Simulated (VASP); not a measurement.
```yaml
crystal:
  lattice:
    - [4.05097, 0.00000, 0.00000]
    - [0.00000, 4.05097, 0.00000]
    - [0.00000, 0.00000, 5.71296]
  atoms:
    - { symbol: Mg, position: [0.50000, 0.00000, 0.73713] }
    - { symbol: Mg, position: [0.00000, 0.50000, 0.26287] }
    - { symbol: Se, position: [0.50000, 0.50000, 0.00000] }
    - { symbol: S, position: [0.00000, 0.00000, 0.50000] }
```

These are LDA (Ceperley-Alder, Perdew-Zunger), VASP's LDA PAW potentials (set 64) (plane waves; VASP) values and carry that method's errors. Run with 400 eV cut-off, 6×6×5 Γ-centred mesh, tetrahedra with Blöchl corrections, potentials Mg Se S.

The cores are frozen, which limits the accuracy of field gradients.

Question: Give the principal components of the electric field gradient (V/Å²) and the asymmetry η at each nucleus.

Answer: 
```json
[
 {"atom": "Mg1", "Vxx": "1.0", "Vyy": "0.3", "Vzz": "-1.3", "η": "0.55"},
 {"atom": "Mg2", "Vxx": "1.0", "Vyy": "0.3", "Vzz": "-1.3", "η": "0.55"},
 {"atom": "Se3", "Vxx": "-14.0", "Vyy": "-14.0", "Vzz": "27.9", "η": "0.00"},
 {"atom": "S4", "Vxx": "6.3", "Vyy": "6.3", "Vzz": "-12.6", "η": "0.00"}
]
```

The structure comes from a computed database's Mg2SeS entry (P-4m2); how it stands against other phases isn't given here. It was relaxed first.
